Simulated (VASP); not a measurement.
Crystal: Y3F.

```
Y F
1.0
     6.26665    0.00000    0.00000
    -3.13333    5.42708    0.00000
     0.00000    0.00000    3.36199
Y F
3 1
Cartesian
  3.1333 0.0000 0.0000
  -1.5667 2.7135 0.0000
  1.5667 2.7135 0.0000
  0.0000 0.0000 0.0000
```

The cell was built by a generator and needn't be a form met in nature.

Base run:

* Program: VASP 6.6.1
* Functional: PW91
* Potentials or basis: VASP PAW PBE potentials, release 64 (Y_sv, F)
* Cutoff: 520 eV
* k mesh: 4 × 4 × 6
* Occupations: fermi-dirac, width 0.05 eV
* Spin: no spin polarisation

Its results: pressure -0.5 GPa.

Q: The run is repeated on the same cell with these changes: functional from PW91 to BLYP. What comes out?

A: Pressure 1.2 GPa.

BLYP binds less tightly than PW91, so the same cell stands under more pressure.

Caveats: the PAW data sets were made with another functional, which shifts forces and pressure a little.

Not every run made on this cell is shown here.
